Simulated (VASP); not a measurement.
VASP, PAW. Band gap of PtSe₂ (1T layered) (no spin-orbit coupling). Without a dispersion term in the relaxation, distances and binding between the weakly bound layers, chains or molecules are unreliable, and so is what depends on them.

```json
[
 {"level": "PBE (own cell) [volume +28 % from the start]", "band gap (eV)": "0.82"},
 {"level": "RPBE (own cell) [volume +59 % from the start]", "band gap (eV)": "1.24"}
]
```

Q: Estimate the band gap from rev-vdW-DF2 (own cell), PBE-D4 (own cell), LDA (own cell).

A: 
```
Property                         Result
----------------------  ---------------
rev-vdW-DF2 (own cell)  0 (metallic) eV
PBE-D4 (own cell)       0 (metallic) eV
LDA (own cell)          0 (metallic) eV
```

Only levels that ran to the end are used. Left out are those held back, those with too coarse a band path, GW runs whose mesh misses a band edge, hybrids' fits of cells that aren't cubic and levels without matching references; a question may draw on a part of the rest.

The compound is PtSe2 in the 1T layered structure.
